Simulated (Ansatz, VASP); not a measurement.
# TbCo2: VASP beside Ansatz

Aim: how closely do two programs agree when they are given the same cell, functional and k mesh?

Program: Ansatz 0.2.0. Level of theory: plane waves, with VASP 6.6.1 beside it; single point at PBEsol. Results are calculated unless marked as measured.

The database entry behind the starting cell has ideal inner coordinates that were not refined, so it need not match the best structure at ambient conditions.

In doubt: a part-filled 4f shell, where there is one, can sit in one of many states, so energies may not be the lowest and differences between runs may mislead; derivatives with an open 4f shell can jump between states, which bears on forces and vibrations.

## 1. The starting structure

Symmetry: R-3m, No. 166, trigonal system. The conventional cell has a = 5.090 Å, b = 5.090 Å, c = 12.520 Å, α = 90.00°, β = 90.00°, γ = 120.00°. Nearest to Tb lie 12 Co at 2.98 to 2.99 Å and 4 Tb at 3.12 to 3.13 Å. Nearest to Co lie 6 Co at 2.55 Å and 6 Tb at 2.98 Å. Nearest to Co lie 6 Co at 2.54 to 2.55 Å and 6 Tb at 2.99 Å. Farther neighbours are not listed.

As a file:

```xyz
6
Lattice="2.5450 1.4694 4.1733 -2.5450 1.4694 4.1733 0.0000 -2.9387 4.1733" Properties=species:S:1:pos:R:3 pbc="T T T"
Tb    0.0000    0.0000   10.9550
Tb    0.0000    0.0000    1.5650
Co    0.0000    0.0000    6.2600
Co    1.2725   -0.7347    4.1733
Co   -1.2725   -0.7347    4.1733
Co    0.0000    1.4694    4.1733
```

## 2. VASP: single point, PBEsol

A single point gives forces, pressure and levels at one fixed geometry, so differences don't come from the geometry; what else differs is listed under the comparison.

Lines of VASP's logs that name or quote its potential files are left out, and so is its time.

Input file INCAR:

```
SYSTEM = TbCo2
PREC = Accurate
ENCUT = 410
EDIFF = 1E-06
NELM = 150
ISMEAR = 0
SIGMA = 0.1
LREAL = .FALSE.
ALGO = Normal
GGA = PS
NBANDS = 58
ISPIN = 2
MAGMOM = 6 -6 2 -2 2 -2
LASPH = .TRUE.
LMAXMIX = 6
AMIX = 0.2
BMIX = 1E-04
AMIX_MAG = 0.8
BMIX_MAG = 1E-04
LORBIT = 11
LWAVE = .FALSE.
LCHARG = .FALSE.
KPAR = 2
NEDOS = 1200
```

Input file POSCAR:

```
TbCo2
1.0
    2.5450000000      1.4693564351      4.1733333333
   -2.5450000000      1.4693564351      4.1733333333
    0.0000000000     -2.9387128702      4.1733333333
Tb Co
2 4
Direct
    0.8750000000      0.8750000000      0.8750000000
    0.1250000000      0.1250000000      0.1250000000
    0.5000000000      0.5000000000      0.5000000000
    0.5000000000      0.0000000000      0.5000000000
    0.0000000000      0.5000000000      0.5000000000
    0.5000000000      0.5000000000      0.0000000000
```

Input file KPOINTS:

```
Automatic mesh
0
Gamma
4 4 4
0 0 0
```

Potentials, in the order of the species: Tb and Co (PBE family, release 64).

Run with:

```bash
mpirun -np 2 vasp_std
```

Numbers of over 12 decimals in the logs are rounded to 6 here.

Output:

```text
[banner, memory and clock lines left out]
running    2 mpi-ranks, on    1 nodes
 distrk:  each k-point on    1 cores,    2 groups
 distr:  one band on    1 cores,    1 groups

 POSCAR found type information on POSCAR TbCo
 POSCAR found :  2 types and       6 ions
|                                                                             |
|               ----> ADVICE to this user running VASP <----                  |
|                                                                             |
|     You enforced a specific xc type in the INCAR file but a different       |
|     [... a line on the potential file left out ...]
|     I HOPE YOU KNOW WHAT YOU ARE DOING!                                     |
|                                                                             |

 LDA part: xc-table for (Slater+PW92), standard interpolation
 POSCAR, INCAR and KPOINTS ok, starting setup
 FFT: planning ... GRIDC
 FFT: planning ... GRID_SOFT
 FFT: planning ... GRID
 WAVECAR not read
 entering main loop
       N       E                     dE             d eps       ncg     rms          rms(c)
DAV:   1     0.504277671768E+03    0.50428E+03   -0.21601E+04  8606   0.459E+03
DAV:   2     0.844815886087E+02   -0.41980E+03   -0.36743E+03  6634   0.537E+02
DAV:   3    -0.347423807725E+02   -0.11922E+03   -0.10582E+03  6096   0.198E+02
DAV:   4    -0.542770213692E+02   -0.19535E+02   -0.18693E+02  8630   0.833E+01
DAV:   5    -0.584049632884E+02   -0.41279E+01   -0.40708E+01 10760   0.316E+01    0.116E+02
DAV:   6    -0.635604585170E+02   -0.51555E+01   -0.64574E+01  8876   0.115E+02    0.571E+01
DAV:   7    -0.918374035280E+02   -0.28277E+02   -0.63985E+01  8542   0.392E+02    0.224E+02
DAV:   8    -0.583524377610E+02    0.33485E+02   -0.92731E+00  9008   0.886E+01    0.153E+02
DAV:   9    -0.563419828668E+02    0.20105E+01   -0.98579E+01  8132   0.157E+02    0.551E+01
DAV:  10    -0.554245792422E+02    0.91740E+00   -0.29042E+00 10808   0.416E+01    0.784E+01
DAV:  11    -0.568568409557E+02   -0.14323E+01   -0.17783E+00 10880   0.310E+01    0.814E+01
DAV:  12    -0.569338682690E+02   -0.77027E-01   -0.45932E-01  8912   0.289E+00    0.824E+01
DAV:  13    -0.576167465088E+02   -0.68288E+00   -0.52772E-01  9418   0.143E+01    0.913E+01
DAV:  14    -0.578587703670E+02   -0.24202E+00   -0.14652E-01  9870   0.842E+00    0.951E+01
[...]
DAV:  53    -0.516021538332E+02   -0.10812E-04   -0.14788E-05 10044   0.456E-02    0.187E-01
DAV:  54    -0.516021692920E+02   -0.15459E-04   -0.99697E-06  5420   0.671E-02    0.184E-01
DAV:  55    -0.516021455577E+02    0.23734E-04   -0.38036E-05  6730   0.995E-02    0.163E-01
DAV:  56    -0.516021631921E+02   -0.17634E-04   -0.47454E-05  7536   0.100E-01    0.948E-02
DAV:  57    -0.516021728803E+02   -0.96882E-05   -0.38052E-05  6458   0.914E-02    0.124E-01
DAV:  58    -0.516021783680E+02   -0.54877E-05   -0.70091E-06  5816   0.391E-02    0.135E-01
DAV:  59    -0.516021810380E+02   -0.26700E-05   -0.49091E-06  4000   0.453E-02    0.126E-01
DAV:  60    -0.516021805992E+02    0.43879E-06   -0.27022E-06  4376   0.267E-02
   1 F= -.51602181E+02 E0= -.51553174E+02  d E =-.980134E-01  mag=     0.0385
```

Parts of OUTCAR (step 2):

```text
ion  position               nearest neighbor table
   1  0.875  0.875  0.875-   3 2.98   3 2.98   3 2.98   6 2.99   6 2.99   4 2.99   5 2.99   4 2.99
                             5 2.99   4 2.99   5 2.99   6 2.99   2 3.12   2 3.12   2 3.12   2 3.13
   2  0.125  0.125  0.125-   3 2.98   3 2.98   3 2.98   6 2.99   6 2.99   5 2.99   4 2.99   4 2.99
                             5 2.99   5 2.99   4 2.99   6 2.99   1 3.12   1 3.12   1 3.12   1 3.13
   3  0.500  0.500  0.500-   4 2.55   5 2.55   4 2.55   5 2.55   6 2.55   6 2.55   1 2.98   2 2.98
                             1 2.98   2 2.98   1 2.98   2 2.98
   4  0.500  0.000  0.500-   5 2.54   5 2.54   6 2.55   6 2.55   3 2.55   3 2.55   1 2.99   2 2.99
                             1 2.99   2 2.99   1 2.99   2 2.99
   5  0.000  0.500  0.500-   4 2.54   4 2.54   6 2.55   6 2.55   3 2.55   3 2.55   2 2.99   1 2.99
                             2 2.99   1 2.99   1 2.99   2 2.99
   6  0.500  0.500  0.000-   4 2.55   5 2.55   4 2.55   5 2.55   3 2.55   3 2.55   1 2.99   2 2.99
                             1 2.99   2 2.99   1 2.99   2 2.99

  LATTYP: Found a trigonal (rhomboedric) cell.
 ALAT       =     5.1041889115
 COS(alpha) =     0.5027759925

 Subroutine GETGRP returns: Found 12 space group operations
 (whereof 12 operations were pure point group operations)

The static configuration has the point symmetry D_3d.

 Found     24 irreducible k-points:

   k-points           NKPTS =     24   k-points in BZ     NKDIM =     24   number of bands    NBANDS=     58

   dimension x,y,z NGX =    36 NGY =   36 NGZ =   36
   dimension x,y,z NGXF=    72 NGYF=   72 NGZF=   72

   ENCUT  =  410.0 eV  30.13 Ry    5.49 a.u.   8.43  8.43  8.43*2*pi/ulx,y,z

   NELECT =      74.0000    total number of electrons

 k-points in reciprocal lattice and weights: Automatic mesh
   0.00000000  0.00000000  0.00000000       0.016
   0.25000000  0.00000000 -0.00000000       0.031
   0.00000000  0.25000000 -0.00000000       0.062
   0.50000000  0.00000000 -0.00000000       0.016
   0.00000000  0.50000000 -0.00000000       0.031
   0.25000000  0.25000000 -0.00000000       0.062
   0.00000000  0.25000000  0.25000000       0.031
   0.50000000  0.25000000 -0.00000000       0.062
   0.00000000  0.50000000  0.25000000       0.062
[...]
0.50000000  0.25000000 -0.25000000       0.031
   0.50000000  0.50000000  0.50000000       0.016

 average (electrostatic) potential at core
       1 -38.2258       2 -38.2278       3 -81.3405       4 -81.3419       5 -81.3418
       6 -81.3419

 E-fermi :   6.4150

 spin component 1
 k-point     1 :       0.0000    0.0000    0.0000
  band No.  band energies     occupation
    ...
     31       6.0288      1.00000
     32       6.0290      1.00000
     33       6.0349      1.00000
     34       6.0905      1.00000
     35       6.0909      1.00000
     36       6.5384      0.04052
     37       6.5388      0.04004
     38       6.5405      0.03797
     39       6.5542      0.02456
     40       6.6365      0.00087
    ...

 k-point     2 :       0.2500    0.0000   -0.0000
  band No.  band energies     occupation
    ...
     34       6.0206      1.00000
     35       6.2211      0.99696
     36       6.2295      0.99565
     37       6.3846      0.66633
     38       6.3847      0.66585
     39       6.5141      0.08057
     40       6.5786      0.01034
     41       6.7068      0.00002
     42       6.7068      0.00002
     43       6.7656      0.00000
    ...

 k-point     3 :       0.0000    0.2500   -0.0000
  band No.  band energies     occupation
    ...
     34       6.0193      1.00000
     35       6.2202      0.99707
     36       6.2281      0.99589
     37       6.3845      0.66725
     38       6.3851      0.66376
     39       6.5129      0.08323
     40       6.5791      0.01017
     41       6.7063      0.00002
     42       6.7077      0.00002
     43       6.7658      0.00000
    ...

 k-point     4 :       0.5000    0.0000   -0.0000
  band No.  band energies     occupation
    ...
     32       5.9332      1.00000
     33       5.9770      1.00000
     34       5.9933      1.00000
     35       6.2018      0.99871
     36       6.2084      0.99826
     37       6.4255      0.44142
     38       6.4256      0.44046
     39       6.4789      0.18337
     40       6.6122      0.00265
     41       6.7099      0.00002
    ...

 k-point     5 :       0.0000    0.5000   -0.0000
  band No.  band energies     occupation
    ...
     32       5.9328      1.00000
     33       5.9762      1.00000
     34       5.9918      1.00000
     35       6.2009      0.99877
     36       6.2070      0.99837
     37       6.4252      0.44290
     38       6.4258      0.43970
     39       6.4776      0.18814
     40       6.6126      0.00260
     41       6.7098      0.00002
    ...

 k-point     6 :       0.2500    0.2500   -0.0000
  band No.  band energies     occupation
    ...
     33       5.8039      1.00000
     34       6.0485      1.00000
     35       6.2479      0.99096
     36       6.2505      0.99003
     37       6.2540      0.98860
     38       6.4168      0.49032
     39       6.5839      0.00848
     40       6.5870      0.00750
     41       6.6079      0.00319
     42       6.6306      0.00115
    ...

  Total       -8.3369015     -8.3361512     -8.6129887     -0.0006498     -0.0004465     -0.0007734
  in kB     -142.6480977   -142.6352593   -147.3720717     -0.0111184     -0.0076406     -0.0132333
  external PRESSURE =    -144.2184762 kB  Pullay stress =       0.0000000 kB

  energy-cutoff  :      410.00
  volume of cell :       93.64
      direct lattice vectors                 reciprocal lattice vectors
     2.545000000  1.469356435  4.173333333     0.196463654  0.113428344  0.079872204
    -2.545000000  1.469356435  4.173333333    -0.196463654  0.113428344  0.079872204
     0.000000000 -2.938712870  4.173333333     0.000000000 -0.226856687  0.079872204

 POSITION                                       TOTAL-FORCE (eV/Angst)
 -----------------------------------------------------------------------------------
      0.00000      0.00000     10.95500        -0.000427     -0.000246      0.020730
      0.00000      0.00000      1.56500        -0.000273     -0.000158     -0.020339
      0.00000      0.00000      6.26000         0.000297      0.000171      0.000113
      1.27250     -0.73468      4.17333         0.000142      0.000285     -0.000098
     -1.27250     -0.73468      4.17333        -0.000056     -0.000032     -0.000308
      0.00000      1.46936      4.17333         0.000317     -0.000020     -0.000098
 -----------------------------------------------------------------------------------
    total drift:                               -0.000090     -0.000052      0.000125

  FREE ENERGIE OF THE ION-ELECTRON SYSTEM (eV)
  ---------------------------------------------------
  free  energy   TOTEN  =       -51.6021805992 eV

  energy  without entropy=      -51.5041672008  energy(sigma->0) =      -51.55317390

 total charge
# of ion       s       p       d       f       tot
--------------------------------------------------
    1        2.073   5.611   0.642   7.997  16.323
    2        2.073   5.611   0.642   7.999  16.325
    3        0.489   0.394   7.283   0.000   8.166
    4        0.490   0.396   7.282   0.000   8.167
    5        0.490   0.396   7.282   0.000   8.167
    6        0.490   0.396   7.282   0.000   8.167
--------------------------------------------------
tot          6.104  12.803  30.412  15.996  65.314

 magnetization (x)
# of ion       s       p       d       f       tot
--------------------------------------------------
    1        0.003  -0.050   0.067   5.827   5.847
    2       -0.003   0.050  -0.069  -5.825  -5.847
    3       -0.000  -0.000   0.013   0.000   0.012
    4       -0.000  -0.000   0.010   0.000   0.009
    5       -0.000  -0.000   0.015   0.000   0.015
    6       -0.000  -0.000   0.010   0.000   0.009
--------------------------------------------------
tot         -0.000  -0.001   0.044   0.002   0.045

[... 6 further parts left out ...]
```

The magnetic state follows from one typed start and may not be the lowest. The k-mesh is coarse for a metal. Without U or exact exchange the f electrons of Tb come out too delocalised, which can shrink the cell and pin f bands at the Fermi level. The PAW data sets were made with PBE, which is usual practice but a small mismatch for other functionals.

(Continued in part 2 of 2.)

[Lines on the potential files, build, host, timing and source positions are cut from VASP's logs without a mark.]

[Logs are printed without paths, hosts, clocks, repeated set-up lines and the standing remarks that a program may print on its own settings, such as how far it seeks lower states.]

[Hosts, paths, dates, database ids (printed as entryN), source tags and the programs' standing remarks are cut or masked in the printed files.]
